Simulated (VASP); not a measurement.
OSZICAR of a VASP run on W (relaxed from the beta-Sn structure, space group I4_1/amd):

OSZICAR:
```
       N       E                     dE             d eps       ncg     rms          rms(c)
DAV:   1     0.161754694725E+03    0.16175E+03   -0.14761E+04 14644   0.156E+03
DAV:   2    -0.100187067817E+03   -0.26194E+03   -0.25790E+03 15952   0.462E+02
DAV:   3    -0.108600091963E+03   -0.84130E+01   -0.81881E+01 17936   0.801E+01
DAV:   4    -0.108731554912E+03   -0.13146E+00   -0.13086E+00 17628   0.931E+00
DAV:   5    -0.108733118617E+03   -0.15637E-02   -0.15671E-02 17458   0.107E+00    0.285E+01
DAV:   6    -0.100361562771E+03    0.83716E+01   -0.39710E+00 14774   0.240E+01    0.705E+00
DAV:   7    -0.998674555105E+02    0.49411E+00   -0.76056E-01 17252   0.597E+00    0.199E+00
DAV:   8    -0.100359548069E+03   -0.49209E+00   -0.39391E-01 15674   0.579E+00    0.620E-01
DAV:   9    -0.100264747430E+03    0.94801E-01   -0.91400E-02 14890   0.307E+00    0.539E-01
DAV:  10    -0.100281659083E+03   -0.16912E-01   -0.33376E-03 17870   0.582E-01    0.466E-01
DAV:  11    -0.100283226571E+03   -0.15675E-02   -0.21148E-03 15156   0.523E-01    0.289E-01
DAV:  12    -0.100284101872E+03   -0.87530E-03   -0.17964E-03 14782   0.458E-01    0.358E-02
DAV:  13    -0.100283990982E+03    0.11089E-03   -0.37395E-05 17256   0.544E-02    0.390E-02
DAV:  14    -0.100284090487E+03   -0.99505E-04   -0.15929E-05 15434   0.443E-02    0.204E-02
DAV:  15    -0.100284105371E+03   -0.14884E-04   -0.16111E-05 15346   0.411E-02    0.509E-03
DAV:  16    -0.100284107502E+03   -0.21307E-05   -0.16866E-06 15746   0.127E-02    0.399E-03
DAV:  17    -0.100284109241E+03   -0.17390E-05   -0.12439E-06 15654   0.975E-03    0.162E-03
DAV:  18    -0.100284109960E+03   -0.71882E-06   -0.11863E-07  9808   0.299E-03    0.232E-04
DAV:  19    -0.100284109512E+03    0.44796E-06   -0.29438E-08  7714   0.180E-03    0.231E-04
DAV:  20    -0.100284109771E+03   -0.25915E-06   -0.52859E-09  7614   0.646E-04    0.197E-04
DAV:  21    -0.100284109745E+03    0.25866E-07   -0.44544E-09  7570   0.548E-04
   1 F= -.10028411E+03 E0= -.10028411E+03  d E =0.000000E+00
       N       E                     dE             ncg
```

Which electronic solver shows in the log?

It is blocked Davidson (ALGO = Normal, or the opening steps of other solvers). The INCAR had ALGO = Normal.

Can the final energy be trusted as converged?

The run converged. It stopped with EDIFF = 1E-7, NELM = 100 (r2SCAN meta-GGA, plane waves, VASP's PBE PAW potentials (set 64)).

The structure was generated: W was put into the beta-Sn type (I4_1/amd), which need not be its known phase. It was relaxed first, which changed the volume by +5 %.
